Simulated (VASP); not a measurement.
An input for Ansatz (written as the equivalent of a VASP run, and not itself run):

Ansatz 0.2 input:
```yaml
crystal:
  lattice:
    - [5.1383400, 0.0000000, 0.0000000]
    - [-2.5691700, 4.4499330, 0.0000000]
    - [0.0000000, 0.0000000, 5.1945400]
  atoms:
    - { symbol: K, position: [0.3333330, 0.6666670, 0.7782400] }
    - { symbol: K, position: [0.6666670, 0.3333330, 0.2217600] }
    - { symbol: Pt, position: [0.0000000, 0.0000000, 0.5000000] }
    - { symbol: C, position: [0.0000000, 0.0000000, 0.8778900] }
    - { symbol: C, position: [0.0000000, 0.0000000, 0.1221100] }
kpoints:
  mp_grid: { grid: [1, 1, 1] }
hamiltonian:
  xc: lda
  pseudopotentials: { kind: paw }
scf:
  occupations: { method: fermi_dirac, width: 0.01 }
  max_iter: 100
output: { forces: true, stress: true, eigenvalues: true }
```

Translate this input to VASP (INCAR, KPOINTS, POSCAR, choice of POTCAR).

One answer among several that fit: 
### POSCAR
```
K2PtC2
1.0
  5.1383400000   0.0000000000   0.0000000000
 -2.5691700000   4.4499330000   0.0000000000
  0.0000000000   0.0000000000   5.1945400000
K Pt C
2 1 2
Direct
  0.3333330000   0.6666670000   0.7782400000
  0.6666670000   0.3333330000   0.2217600000
  0.0000000000   0.0000000000   0.5000000000
  0.0000000000   0.0000000000   0.8778900000
  0.0000000000   0.0000000000   0.1221100000
```

**KPOINTS**
```
Automatic mesh
0
Gamma
1 1 1
0 0 0
```

### INCAR
```
ALGO=Normal
EDIFF=1E-6
ENCUT=400
ISIF=2
ISMEAR=-1
LASPH=.True.
LCHARG=.False.
LMAXMIX=6
LREAL=.False.
LWAVE=.False.
NELM=100
PREC=Accurate
SIGMA=0.01
SYSTEM=K2PtC2
```

POTCAR, in this order: K_sv Pt C (LDA.64 set). Program: vasp_std.

What does not carry over: each code has its own PAW files, so the cut-off isn't converted (ENCUT is set for VASP's; basis.ecutwfc is left out, and Ansatz then takes the one that its files recommend); Ansatz stops its SCF on the density residual and VASP on the energy change (EDIFF); Ansatz's lda is the Perdew-Wang form, while the LDA potentials of VASP carry Perdew-Zunger's.

The structure comes from a computed database's K2PtC2 entry (P-3m1); how it stands against other phases isn't given here. The cell was not relaxed at this level. The k-mesh is coarse (spacing up to 1.41 per Å, 2π included), so the numbers may not be converged in it. The run is one of a series of settings (KPOINTS 1×1×1 Γ-centred mesh against the base run), some of them coarse on purpose.
